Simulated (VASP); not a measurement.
Data:

```
HfC
1.0
    0.00000     2.30258     2.30258
    2.30258     0.00000     2.30258
    2.30258     2.30258     0.00000
Hf C
1 1
Cartesian
  0.00000   0.00000   0.00000
  2.30258   2.30258   2.30258
```

The numbers are results of PBEsol GGA, VASP's PBE PAW potentials (set 64) (plane waves; VASP 6.6.1), not measurements. Run with 520 eV cut-off, 15×15×15 Γ-centred mesh, tetrahedra with Blöchl corrections, potentials Hf_pv C.

The job: HfC (relaxed from the rock salt structure, space group Fm-3m), 2 atoms, PBEsol, static run, 520 eV, 15×15×15 Γ-centred mesh. Roughly how much core time does it take on a busy server core?

About 20 core-seconds (one run on a shared machine, a rough figure). It had 120 irreducible k-points, 11 bands, up to 680 plane waves and 14 electronic steps.

The structure was generated: HfC was put into the rock salt type (Fm-3m), which need not be its known phase. It was relaxed first, which changed the volume by -39 %.
